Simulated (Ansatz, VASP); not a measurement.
# Ni (Ni strained to the junction's net): VASP beside Ansatz

Wanted: the spread between two codes on one cell, functional and k mesh. The structure shown is the end of the Ansatz relaxation below.

Main program and level: Ansatz 0.2.0; plane waves, with VASP 6.6.1 beside it; single point at PBE.

## Step 1: The structure

Symmetry: R-3m, No. 166, trigonal system. Conventional cell: a = 2.446 Å, b = 2.446 Å, c = 6.162 Å, α = 90.00°, β = 90.00°, γ = 120.00°. Ni has 12 Ni at 2.45 to 2.49 Å nearest.

## Step 2: Ansatz: relaxation, PBE

Ansatz runs on its default PAW (the set named soft_2) files.

This run makes the geometry at which the two programs are then compared.

File input.yaml:

```yaml
crystal:
  lattice:
    - [4.236, 0.0, 0.0]
    - [-2.118, 3.6684836104, 0.0]
    - [0.0, 0.0, 6.1711659773]
  atoms:
    - { symbol: Ni, position: [0.66666667, 0.33333333, 0.0], spin: 0.7 }
    - { symbol: Ni, position: [0.0, 0.0, 0.0], spin: 0.7 }
    - { symbol: Ni, position: [0.33333333, 0.66666667, 0.0], spin: 0.7 }
    - { symbol: Ni, position: [0.0, 0.66666667, 0.3333333333], spin: 0.7 }
    - { symbol: Ni, position: [0.33333333, 0.33333333, 0.3333333333], spin: 0.7 }
    - { symbol: Ni, position: [0.66666667, 0.0, 0.3333333333], spin: 0.7 }
    - { symbol: Ni, position: [0.0, 0.33333333, 0.6666666667], spin: 0.7 }
    - { symbol: Ni, position: [0.33333333, 0.0, 0.6666666667], spin: 0.7 }
    - { symbol: Ni, position: [0.66666667, 0.66666667, 0.6666666667], spin: 0.7 }
magnetization:
  spin_polarized: true
kpoints:
  mp_grid: { grid: [12, 12, 5] }
scf:
  occupations: { method: fermi_dirac, width: 0.1 }
  max_iter: 150
hamiltonian:
  xc: pbe
relax:
  f_tol: 0.01
  max_steps: 40
  cell: { fix: [a, b, angles] }
```

Run with:

```bash
ansatz run input.yaml --threads 8 --pin off --max-ram 40960MiB --backend cuda --events-out ev --progress --plain --runs-dir out --max-vram 78GiB
```

Numbers of over 12 decimals in the logs are rounded to 6 here.

Output:

```text
Engine: ansatz 0.2.0, aarch64-unknown-linux-gnu
Pseudopotentials: kind: paw
Pseudopotential: Ni, paw, valence charge 18, recommended cutoff 420 eV (normal), Ni.paw.azcp
Functional definition: PBE
  parameter kappa = 0.804
  parameter beta = 0.066725
  exchange = pbe_x(kappa = kappa, mu = beta*pi^2/3)
  correlation = pbe_c(beta = beta)
[...]
Crystal: 9 atoms, lattice volume = 95.898 Å³
Basis set: ecut = 420 eV, 1875 PW (Γ), exchange–correlation on 60×60×90 points (8 copies of the dense FFT grid, shifted against one another)
Bands: 101, of which v1, the nominal top of the filled ones, is band 81 counted from 1 (80 counted from 0)
Symmetry: 108 space group operations
Space group: R-3m (ITA 166), of the structure as read, at distance tolerance 4.6e-5 Å
Magnetic group: BNS 166.97 (UNI 1327), of the structure as read, at distance tolerance 4.6e-5 Å
k-points: 81 of 720
Non-local potential: Ni, projectors of the file, l = 0: 3, l = 1: 2, l = 2: 3, l = 3: 1
PAW form: soft (Blöchl's): semilocal exchange-correlation on the pseudo side does not see the compensation charge
PAW one-centre angular grid: Ni, 590 points (default); XC on 64 Gauss nodes
Initial density: superposition of atomic densities (chi_scale 0.1, normalization cell)
Starting moments: Σ|m| = 6.3 μB on 9 of 9 sites
Initial wavefunctions: pseudopotential atomic-orbital guess
[...]
Functional: x = pbe(κ = 0.804, μ = 0.219515), c = pbe(β = 0.066725)
iter 1 solved again at ethr=2.91e-3 eV; its pass at ethr=3.10e-3 eV (dr2=4.72e0 eV) is discarded
SCF iter   1: F=—  HF=-52550.180198 eV  |F-HF|=—  |Δ(HF+E_count)|=         —  Δρ=6.89e-2 (↑2.21e-2 ↓6.89e-2)  dr2=4.73e0  dr2_m=5.05e-1  M=6.515 μB ∫|m|=6.865 μB  β_m=0.30  ethr=2.91e-3  ⟨swp⟩=1.8  Hψ=67977  notcnv=0
Mixer restart at iter 1: flushing history
preconditioner: auto → Kerker (q_TF=auto, 2.977 Å⁻¹)  [metal: Δε(μ)=0.001 eV  Ē_g=8.376 eV  σ=0.100 eV  W_gap=0.00  n_scr=40 (ndim 8)  ℏωp=36.0 eV  f_vac=0.000  D(μ)=15.00/eV (n_scr^D=238)]
spin=Collinear: Kerker preconditioning applied to the charge; magnetization (m = ρ↑ − ρ↓) channel mixes plain (no charge-response kernel on spin).
SCF iter   2: F=—  HF=-52549.769131 eV  |F-HF|=—  |Δ(HF+E_count)|=   4.11e-1  Δρ=2.45e-2 (↑2.45e-2 ↓1.69e-2)  dr2=1.11e-1  dr2_m=2.65e-1  M=6.412 μB ∫|m|=6.861 μB  β_m=0.31  ethr=2.91e-3  ⟨swp⟩=2.0  Hψ=25553  notcnv=0
SCF iter   3: F=—  HF=-52549.960312 eV  |F-HF|=—  |Δ(HF+E_count)|=         —  Δρ=6.25e-2 (↑2.08e-2 ↓6.25e-2)  dr2=1.39e0  dr2_m=1.41e0  M=7.826 μB ∫|m|=8.438 μB  β_m=1.00  ethr=6.83e-5  ⟨swp⟩=2.0  Hψ=28754  notcnv=0  defer=1172
Mixer restart at iter 3: flushing history
SCF iter   4: F=—  HF=-52559.056582 eV  |F-HF|=—  |Δ(HF+E_count)|=    9.10e0  Δρ=1.18e-1 (↑5.18e-2 ↓1.18e-1)  dr2=1.43e1  dr2_m=1.09e0  M=5.683 μB ∫|m|=6.508 μB  β_m=0.31  ethr=3.09e-5  ⟨swp⟩=3.4  Hψ=41451  notcnv=0  defer=1172
[...]
SCF iter  13: F=-52557.650236 eV  HF=-52557.650236 eV  |F-HF|=1.89e-10  |Δ(HF+E_count)|=  1.53e-10  Δρ=4.26e-7 (↑2.66e-7 ↓4.26e-7)  dr2=2.28e-10  dr2_m=8.55e-12  M=5.578 μB ∫|m|=6.339 μB  ethr=1.00e-12  ⟨swp⟩=1.5  Hψ=45056  notcnv=0
SCF 1 converged in 13 iterations: F = -52557.650236 eV  dr2 = 2.28e-10
  greatest PAW one-centre occupation: 1.001 electrons in one spin orbital (limit 2), on the Ni atom at site 8 (counted from 0), in its partial waves of l = 1
relax step   1: F+E_penalty+E_count = -52557.65023594 eV  Δ(F+E_penalty+E_count) = +0.000e0 eV  max|allowed force component| = 2.171e-26 eV/Å  Δτ_max = 0.0000 Å  P = +5.143 GPa  Ω = 95.898 Å³  fix = [a, b, alpha, beta, gamma]  reactions: a +7.996, b +7.996 GPa  (13 SCF iters, dr2 threshold 1.00e-7 eV, accepted)
[...]
relax step   2: F+E_penalty+E_count = -52557.65043197 eV  Δ(F+E_penalty+E_count) = -1.960e-4 eV  max|allowed force component| = 1.474e-26 eV/Å  Δτ_max = 0.0000 Å  P = +5.279 GPa  Ω = 95.835 Å³  energy of the carried Pulay correction = +2.376e-5 eV  fix = [a, b, alpha, beta, gamma]  reactions: a +8.074, b +8.074 GPa  (6 SCF iters, dr2 threshold 7.91e-7 eV, accepted)
[...]
relax step   3: F+E_penalty+E_count = -52557.65053750 eV  Δ(F+E_penalty+E_count) = -1.055e-4 eV  max|allowed force component| = 3.681e-27 eV/Å  Δτ_max = 0.0000 Å  P = +5.448 GPa  Ω = 95.756 Å³  energy of the carried Pulay correction = +5.331e-5 eV  fix = [a, b, alpha, beta, gamma]  reactions: a +8.171, b +8.171 GPa  (7 SCF iters, dr2 threshold 2.43e-7 eV, accepted)
[...]
relax step   4: F+E_penalty+E_count = -52557.65048345 eV  Δ(F+E_penalty+E_count) = +5.405e-5 eV  max|allowed force component| = 5.577e-28 eV/Å  Δτ_max = 0.0000 Å  P = +5.450 GPa  Ω = 95.756 Å³  fix = [a, b, alpha, beta, gamma]  reactions: a +8.173, b +8.173 GPa  stress off target by 3.94e-3 GPa on what of the cell is left free  SCF on the basis re-selected at this cell (its energy is not comparable with the rows above)  (7 SCF iters)
[...]
SCF converged after 7 iterations
[...]
k-point 1 ↑: bands = ["-84.9995", "-84.9829", "-84.9713", "-84.9530", "-84.9530", "-84.9530", "-84.9530", "-84.9530", "-84.9530", "-45.4324", "-45.4324", "-45.4324", "-45.4324", "-45.4324", "-45.4324", "-45.4277", "-45.4050", "-45.4050", "-45.4050", "-45.4050", "-45.4050", "-45.4050", "-45.3510", "-45.2938", "-45.2938", "-45.2938", "-45.2938", "-45.2938", "-45.2938", "-45.2826", "-45.2826", "-45.2725", "-45.2725",  [...]
  k-point 2 ↑: bands = ["-84.9955", "-84.9896", "-84.9686", "-84.9530", "-84.9530", "-84.9530", "-84.9530", "-84.9530", "-84.9530", "-45.4461", "-45.4385", "-45.4385", "-45.4385", "-45.4385", "-45.4385", "-45.4385", "-45.3969", "-45.3969", "-45.3969", "-45.3969", "-45.3969", "-45.3969", "-45.3057", "-45.2958", "-45.2958", "-45.2958", "-45.2958", "-45.2958", "-45.2958", "-45.2851", "-45.2851", "-45.2665", "-45.2665",  [...]
  k-point 80 ↓: bands = ["-84.1467", "-84.1467", "-84.1467", "-84.1393", "-84.1393", "-84.1393", "-84.1300", "-84.1300", "-84.1300", "-44.6478", "-44.6478", "-44.6478", "-44.6398", "-44.6398", "-44.6398", "-44.6083", "-44.6083", "-44.6083", "-44.5516", "-44.5516", "-44.5516", "-44.5202", "-44.5202", "-44.5202", "-44.5043", "-44.5043", "-44.5043", "-44.4927", "-44.4927", "-44.4927", "-44.4831", "-44.4831", "-44.4831", [...]
--- Relaxed structure (3 steps of the walk, 3 accepted, 1 SCFs on fresh bases) ---
  F+E_penalty+E_count = -52557.65048345 eV   max|allowed force component| = 5.577e-28 eV/Å   (the final SCF, on the basis selected at the relaxed cell)
  cell:  # Å, volume = 95.7565 Å³
    - [4.236000, 0, 0]
    - [-2.118000, 3.668484, 0]
    - [0, 0, 6.162054]
  atoms:
    - { symbol: Ni, position: [0.666667, 0.333333, 0] }
    - { symbol: Ni, position: [0, 0, 0] }
    - { symbol: Ni, position: [0.333333, 0.666667, 0] }
    - { symbol: Ni, position: [0, 0.666667, 0.333333] }
    - { symbol: Ni, position: [0.333333, 0.333333, 0.333333] }
    - { symbol: Ni, position: [0.666667, 0, 0.333333] }
    - { symbol: Ni, position: [0, 0.333333, 0.666667] }
    - { symbol: Ni, position: [0.333333, 0, 0.666667] }
    - { symbol: Ni, position: [0.666667, 0.666667, 0.666667] }
```

In the SCF lines HF is the Harris–Foulkes energy and dr2 the Hartree energy of the density residual, in eV; the loop may stop once dr2 is under the threshold and the program's other checks hold. Hψ counts applications of the Hamiltonian.

## Step 3: VASP: single point, PBE

The same cell, functional, mesh and smearing now go to VASP, with its own data sets.

Lines of VASP's logs that name or quote its potential files are left out, and so is its time.

File INCAR:

```
SYSTEM = Ni
PREC = Accurate
ENCUT = 600
EDIFF = 1E-06
NELM = 200
ISMEAR = -1
SIGMA = 0.1
LREAL = .FALSE.
ALGO = Normal
GGA = PE
NBANDS = 64
ISPIN = 2
MAGMOM = 0.66 0.66 0.66 0.66 0.66 0.66 0.66 0.66 0.66
LASPH = .TRUE.
LMAXMIX = 4
LORBIT = 11
LWAVE = .FALSE.
LCHARG = .FALSE.
ISIF = 2
GGA_COMPAT = .FALSE.
KPAR = 2
```

File POSCAR:

```
Ni
1.0
    4.2360000000      0.0000000000      0.0000000000
   -2.1180000000      3.6684836104      0.0000000000
    0.0000000000      0.0000000000      6.1620543230
Ni
9
Direct
    0.6666666667      0.3333333333      0.0000000000
    1.0000000000      0.0000000000      0.0000000000
    0.3333333333      0.6666666667      0.0000000000
    1.0000000000      0.6666666667      0.3333333333
    0.3333333333      0.3333333333      0.3333333333
    0.6666666667      0.0000000000      0.3333333333
    1.0000000000      0.3333333333      0.6666666667
    0.3333333333      0.0000000000      0.6666666667
    0.6666666667      0.6666666667      0.6666666667
```

File KPOINTS:

```
Automatic mesh
0
Gamma
12 12 5
0 0 0
```

The projector-augmented-wave data sets are Ni (PBE family, release 64).

Run with:

```bash
mpirun -np 2 vasp_std
```

Output:

```text
[banner, memory and clock lines left out]
running    2 mpi-ranks, on    1 nodes
 distrk:  each k-point on    1 cores,    2 groups
 distr:  one band on    1 cores,    1 groups

 POSCAR found type information on POSCAR Ni
 POSCAR found :  1 types and       9 ions
 LDA part: xc-table for (Slater+PW92), standard interpolation
 POSCAR, INCAR and KPOINTS ok, starting setup
 FFT: planning ... GRIDC
 FFT: planning ... GRID_SOFT
 FFT: planning ... GRID
 WAVECAR not read
 entering main loop
       N       E                     dE             d eps       ncg     rms          rms(c)
DAV:   1     0.759787457278E+03    0.75979E+03   -0.40923E+04 20848   0.226E+03
DAV:   2     0.245481612692E+02   -0.73524E+03   -0.69419E+03 20736   0.431E+02
DAV:   3    -0.560302092211E+02   -0.80578E+02   -0.70607E+02 21096   0.171E+02
DAV:   4    -0.585875638450E+02   -0.25574E+01   -0.25362E+01 23040   0.354E+01
DAV:   5    -0.586393958150E+02   -0.51832E-01   -0.51818E-01 30216   0.353E+00    0.303E+01
DAV:   6    -0.521416037572E+02    0.64978E+01   -0.65004E+01 22464   0.843E+01    0.174E+01
DAV:   7    -0.495554377980E+02    0.25862E+01   -0.11493E+01 23560   0.350E+01    0.593E+00
DAV:   8    -0.494258415475E+02    0.12960E+00   -0.15680E-01 26448   0.276E+00    0.277E+00
DAV:   9    -0.494053596298E+02    0.20482E-01   -0.77721E-03 29128   0.565E-01    0.837E-01
DAV:  10    -0.494010772040E+02    0.42824E-02   -0.14293E-03 25600   0.254E-01    0.242E-01
DAV:  11    -0.494007435878E+02    0.33362E-03   -0.72038E-04 25544   0.208E-01    0.690E-02
DAV:  12    -0.494007127575E+02    0.30830E-04   -0.10618E-04 26472   0.662E-02    0.343E-02
DAV:  13    -0.494007147604E+02   -0.20029E-05   -0.77289E-06 26768   0.167E-02    0.157E-02
DAV:  14    -0.494007148559E+02   -0.95461E-07   -0.14566E-06 17176   0.725E-03
   1 F= -.49400715E+02 E0= -.49162453E+02  d E =-.476524E+00  mag=     5.4564
```

(Part 1 of 2 ends here.)

[Lines on the potential files, build, host, timing and source positions are cut from VASP's logs without a mark.]

[Logs are printed without paths, hosts, clocks, repeated set-up lines and the standing remarks that a program may print on its own settings, such as how far it seeks lower states.]

[Hosts, paths, dates, database ids (printed as entryN), source tags and the programs' standing remarks are cut or masked in the printed files.]
